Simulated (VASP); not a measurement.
These are PBEsol GGA, VASP's PBE PAW potentials (set 64) (plane waves; VASP) values and carry that method's errors.

VASP ran on this input.

### POSCAR
```
KBr
1
   -0.0000000000     3.2781482420     3.2781482420
    3.2781482420     0.0000000000     3.2781482420
    3.2781482420     3.2781482420     0.0000000000
K Br
1 1
Direct
  0.0000000000   0.0000000000   0.0000000000
  0.5000000000   0.5000000000   0.5000000000
```

### INCAR
```
! general
SYSTEM  = KBr
PREC    = Accurate
ENCUT   = 500
LREAL   = .FALSE.
LASPH   = .TRUE.

! electronic loop
EDIFF   = 1E-6
NELM    = 100
ALGO    = Normal
LMAXMIX = 4

! smearing
ISMEAR  = 0
SIGMA   = 0.05

! functional
GGA     = PS

! ions
IBRION  = 2
NSW     = 40
ISIF    = 3
EDIFFG  = -0.02

! output
LWAVE   = .FALSE.
LCHARG  = .FALSE.
```

File KPOINTS:
```
Automatic mesh
0
Gamma
7 7 7
0 0 0
```

POTCAR, in this order: K_sv Br (PBE.64 set). Program: vasp_std.

Q: What does the run give for the energy per atom (σ→0), band gap (on the k-mesh)?

A: 
```yaml
energy per atom (σ→0): -3.230 eV/atom
band gap (on the k-mesh): 4.33 eV
```

OSZICAR:
```
...
DAV:   7    -0.645195930635E+01    0.12585E-01   -0.11451E-01   588   0.205E+00    0.113E+00
DAV:   8    -0.645914689545E+01   -0.71876E-02   -0.13508E-02   660   0.993E-01    0.148E-01
DAV:   9    -0.645944846351E+01   -0.30157E-03   -0.41070E-04   640   0.138E-01    0.830E-02
DAV:  10    -0.645987195449E+01   -0.42349E-03   -0.49285E-04   544   0.156E-01    0.225E-02
DAV:  11    -0.645987357404E+01   -0.16196E-05   -0.99834E-06   680   0.218E-02    0.522E-03
DAV:  12    -0.645987620404E+01   -0.26300E-05   -0.24134E-06   560   0.131E-02    0.130E-03
DAV:  13    -0.645987653434E+01   -0.33030E-06   -0.42417E-07   444   0.460E-03
   1 F= -.64598765E+01 E0= -.64598765E+01  d E =-.645988E+01
```

The compound is KBr in the rock salt structure. It was relaxed first.
